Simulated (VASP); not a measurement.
Computed with LDA (Ceperley-Alder, Perdew-Zunger), VASP's LDA PAW potentials (set 64) (plane waves; VASP).

A VASP calculation is set up with these files.

KPOINTS:
```
kpoints
0
Gamma
  13 13 13
0 0 0
```

**INCAR**
```
SYSTEM = TiC
PREC = Accurate; ENCUT = 520; LREAL = .FALSE.
LASPH = .TRUE.
EDIFF = 1E-6; NELM = 100; ALGO = Normal
LMAXMIX = 4
ISMEAR = 1; SIGMA = 0.1
IBRION = 2; NSW = 60; ISIF = 3
EDIFFG = -0.01
LWAVE = .FALSE.; LCHARG = .FALSE.
```

File POSCAR:
```
TiC
1
    0.0000000000     2.1320753291     2.1320753291
    2.1320753291     0.0000000000     2.1320753291
    2.1320753291     2.1320753291     0.0000000000
Ti C
1 1
Direct
  0.0000000000   0.0000000000   1.0000000000
  0.5000000000   0.5000000000   0.5000000000
```

POTCAR, in this order: Ti_sv C (LDA.64 set). Program: vasp_std.

The resulting files:

File OSZICAR:
```
       N       E                     dE             d eps       ncg     rms          rms(c)
DAV:   1     0.117633219174E+03    0.11763E+03   -0.85426E+03  2016   0.158E+03
DAV:   2    -0.162515078235E+02   -0.13388E+03   -0.12801E+03  2096   0.385E+02
DAV:   3    -0.255303380746E+02   -0.92788E+01   -0.89048E+01  2588   0.966E+01
DAV:   4    -0.259664193469E+02   -0.43608E+00   -0.43506E+00  2664   0.202E+01
DAV:   5    -0.259819608021E+02   -0.15541E-01   -0.15540E-01  2704   0.335E+00    0.194E+01
DAV:   6    -0.211839903676E+02    0.47980E+01   -0.30732E+01  2380   0.707E+01    0.701E+00
DAV:   7    -0.205804082943E+02    0.60358E+00   -0.44192E+00  2348   0.279E+01    0.524E+00
DAV:   8    -0.205423243776E+02    0.38084E-01   -0.16240E-01  2152   0.544E+00    0.278E+00
DAV:   9    -0.205429712133E+02   -0.64684E-03   -0.10514E-01  2284   0.368E+00    0.800E-01
DAV:  10    -0.205397585940E+02    0.32126E-02   -0.15917E-02  2732   0.191E+00    0.475E-01
DAV:  11    -0.205389515282E+02    0.80707E-03   -0.57633E-03  2196   0.115E+00    0.118E-01
DAV:  12    -0.205388682278E+02    0.83300E-04   -0.64177E-04  2136   0.431E-01    0.308E-02
DAV:  13    -0.205388528809E+02    0.15347E-04   -0.43573E-05  2976   0.973E-02    0.117E-02
DAV:  14    -0.205388518857E+02    0.99519E-06   -0.23907E-06  2032   0.191E-02
   1 F= -.20538852E+02 E0= -.20538693E+02  d E =-.205389E+02
```

File OUTCAR:
```
------------------------ aborting loop because EDIFF is reached ----------------------------------------
  FORCE on cell =-STRESS in cart. coord.  units (eV):
  Direction    XX          YY          ZZ          XY          YZ          ZX
  --------------------------------------------------------------------------------------
  Total        0.0004207      0.0004207      0.0004207      0.0000000      0.0000000      0.0000000
  in kB        0.0347717      0.0347717      0.0347717      0.0000000      0.0000000      0.0000000
  external PRESSURE =       0.0347717 kB  Pullay stress =       0.0000000 kB
  volume of cell :       19.38
      direct lattice vectors                 reciprocal lattice vectors
     0.000000000  2.132075329  2.132075329    -0.234513290  0.234513290  0.234513290
     2.132075329  0.000000000  2.132075329     0.234513290 -0.234513290  0.234513290
     2.132075329  2.132075329  0.000000000     0.234513290  0.234513290 -0.234513290
 POSITION                                       TOTAL-FORCE (eV/Angst)
 -----------------------------------------------------------------------------------
      0.00000      0.00000      0.00000        -0.000000     -0.000000     -0.000000
      2.13208      2.13208      2.13208         0.000000      0.000000      0.000000
 -----------------------------------------------------------------------------------
    total drift:                                0.000000     -0.000000     -0.000000
  FREE ENERGIE OF THE ION-ELECTRON SYSTEM (eV)
  ---------------------------------------------------
  free  energy   TOTEN  =       -20.5388518857 eV

  energy  without entropy=      -20.5383763268  energy(sigma->0) =      -20.53869337

 reached required accuracy - stopping structural energy minimisation
```
(Selected blocks of OUTCAR.)

The compound is TiC in the rock salt structure. It was relaxed first. The start is the result of an earlier pass.
